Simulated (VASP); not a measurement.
A VASP calculation is set up with these files.

KPOINTS:
```
Automatic mesh
0
Gamma
9 9 9
0 0 0
```

### INCAR
```
! general
SYSTEM   =  SnTe
PREC     =  Accurate
ENCUT    =  500
LREAL    =  .FALSE.
LASPH    =  .TRUE.

! electronic loop
EDIFF    =  1E-6
NELM     =  100
ALGO     =  Normal
LMAXMIX  =  4

! smearing
ISMEAR   =  1
SIGMA    =  0.1

! functional
GGA      =  PS

! ions
IBRION   =  2
NSW      =  40
ISIF     =  3
EDIFFG   =  -0.02
PSTRESS  =  100

! output
LWAVE    =  .FALSE.
LCHARG   =  .FALSE.
```

### POSCAR
```
SnTe
1.0
  0.0000000000   3.3707398540   3.3707398540
  3.3707398540   0.0000000000   3.3707398540
  3.3707398540   3.3707398540   0.0000000000
Sn Te
1 1
Direct
  0.0000000000   0.0000000000   0.0000000000
  0.2500000000   0.2500000000   0.2500000000
```

POTCAR, in this order: Sn_d Te (PBE.64 set). Program: vasp_std.

### Question
Translate this PBEsol calculation to Ansatz.

### Answer
One equivalent input (not run):
Ansatz 0.2 input:
```yaml
crystal:
  lattice:
    - [0.0000000, 3.3707399, 3.3707399]
    - [3.3707399, 0.0000000, 3.3707399]
    - [3.3707399, 3.3707399, 0.0000000]
  atoms:
    - { symbol: Sn, position: [0.0000000, 0.0000000, 0.0000000] }
    - { symbol: Te, position: [0.2500000, 0.2500000, 0.2500000] }
kpoints:
  mp_grid: { grid: [9, 9, 9] }
hamiltonian:
  xc: pbesol
  pseudopotentials: { kind: paw }
scf:
  occupations: { method: methfessel_paxton, width: 0.1 }
  max_iter: 100
relax:
  max_steps: 40
  f_tol: 0.02
  cell: { p_target: 10 }
output: { forces: true, stress: true, eigenvalues: true }
```
What does not carry over: each code has its own PAW files, so the cut-off isn't converted (ENCUT is set for VASP's; basis.ecutwfc is left out, and Ansatz then takes the one that its files recommend); Ansatz stops its SCF on the density residual and VASP on the energy change (EDIFF).

The structure was generated: SnTe was put into the zinc blende type (F-43m), which need not be its known phase. This run relaxes it under an external pressure of 10 GPa. Symmetry was kept, so distortions that lower it aren't found.
